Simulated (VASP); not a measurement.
An input for Quantum ESPRESSO's pw.x (written as the equivalent of a VASP run, and not itself run):

```
&CONTROL
  calculation = 'scf'
  pseudo_dir = './pseudo'
  outdir = './out'
  tprnfor = .true.
  tstress = .true.
/
&SYSTEM
  ibrav = 0
  nat = 1
  ntyp = 1
  ecutwfc = 82
  occupations = 'smearing'
  smearing = 'methfessel-paxton'
  degauss = 0.00735
  input_dft = 'pbesol'
/
&ELECTRONS
  conv_thr = 7.3e-09
  electron_maxstep = 100
/
ATOMIC_SPECIES
  Ag 107.868 Ag.upf
CELL_PARAMETERS angstrom
     0.0000000    2.0227326    2.0227326
     2.0227326    0.0000000    2.0227326
     2.0227326    2.0227326   -0.0000000
ATOMIC_POSITIONS crystal
  Ag   1.0000000  1.0000000  1.0000000
K_POINTS automatic
  14 14 14 0 0 0
```

Q: Translate this input to VASP (INCAR, KPOINTS, POSCAR, choice of POTCAR).

A: One answer among several that fit: 
INCAR:
```
ALGO = Normal
EDIFF = 1E-7
ENCUT = 480
GGA = PS
ISIF = 2
ISMEAR = 1
LASPH = .TRUE.
LCHARG = .FALSE.
LMAXMIX = 4
LREAL = .FALSE.
LWAVE = .FALSE.
NELM = 100
PREC = Accurate
SIGMA = 0.1
SYSTEM = Ag
```

KPOINTS:
```
kpoints
0
Gamma
 14 14 14
0 0 0
```

### POSCAR
```
Ag
1.0
  0.0000000000   2.0227325839   2.0227325839
  2.0227325839   0.0000000000   2.0227325839
  2.0227325839   2.0227325839   0.0000000000
Ag
1
Cart
  4.0454651678   4.0454651678   4.0454651678
```

POTCAR, in this order: Ag (PBE.64 set). Program: vasp_std.

Limits of the translation: the potentials are each code's own (VASP's PAW set, PseudoDojo norm-conserving files in pw.x), so ENCUT and ecutwfc are chosen apart and not converted; conv_thr bounds pw.x's estimated SCF error, while EDIFF bounds the energy change between steps.

The compound is Ag in the fcc structure. It was relaxed first.
